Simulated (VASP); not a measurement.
Consider the following.

```
Si
1.0
    0.00000     2.77320     2.77320
    2.77320     0.00000     2.77320
    2.77320     2.77320     0.00000
Si
2
Direct
  0.00000   0.00000   0.00000
  0.25000   0.25000   0.25000
```

These are r2SCAN meta-GGA, VASP's PBE PAW potentials (set 64) (plane waves; VASP 6.6.1) values and carry that method's errors. Numerical set-up: 520 eV cut-off, 8×8×8 Γ-centred mesh, Gaussian smearing of 0.050 eV, potentials Si.

Give the stress tensor in GPa (positive for a compressed cell).

```
-5.01   0.00   0.00
 0.00  -5.01   0.00
 0.00   0.00  -5.01
```
The pressure is its mean diagonal, -5.01 GPa.

The compound is Si in the diamond structure. This cell is one point of a volume scan, at 1.06 of the reference volume.
